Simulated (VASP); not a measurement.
Here is the system:

```
CELL_PARAMETERS angstrom
      0.00000     2.34573     2.34573
      2.34573     0.00000     2.34573
      2.34573     2.34573     0.00000
ATOMIC_POSITIONS crystal
  B  0.00000 0.00000 0.00000
  P  0.25000 0.25000 0.25000
```

Level of theory: vdW-DF2, VASP's PBE PAW potentials (set 64) (plane waves; VASP). Numerical set-up: 520 eV cut-off, 10×10×10 Γ-centred mesh, Gaussian smearing of 0.050 eV, potentials B P.

Q: Give the stress tensor in GPa (positive for a compressed cell).

A: 
```
-7.69   0.00   0.00
 0.00  -7.69   0.00
 0.00   0.00  -7.69
```
The pressure is its mean diagonal, -7.69 GPa.

The compound is BP in the zinc blende structure. This cell is one point of a volume scan, at 1.06 of the reference volume.
